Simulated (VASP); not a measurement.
```
CELL_PARAMETERS angstrom
      0.00000     2.96820     2.96820
      2.96820     0.00000     2.96820
      2.96820     2.96820     0.00000
ATOMIC_POSITIONS crystal
  Cd 0.00000 0.00000 0.00000
  S  0.25000 0.25000 0.25000
```

Computed with revPBE GGA, VASP's PBE PAW potentials (set 64) (plane waves; VASP). Numerical set-up: 400 eV cut-off, 7×7×7 Γ-centred mesh, Gaussian smearing of 0.050 eV, potentials Cd S.

Question: Predict the energy per atom (σ→0), pressure, band gap (on the k-mesh) with the smallest direct gap where there is one.

Answer: 
```json
{
 "band gap (on the k-mesh)": "1.17 eV",
 "smallest direct gap (on the k-mesh)": "1.17 eV",
 "energy per atom (σ→0)": "-2.790 eV/atom",
 "pressure": "1.13 GPa"
}
```

Only differences to runs with the same potentials and settings are physical.

The compound is CdS in the zinc blende structure, a metastable form; wurtzite is the usual one. The cell was not relaxed at this level. The run is one of a series of settings (GGA = RE against the base run), some of them coarse on purpose.
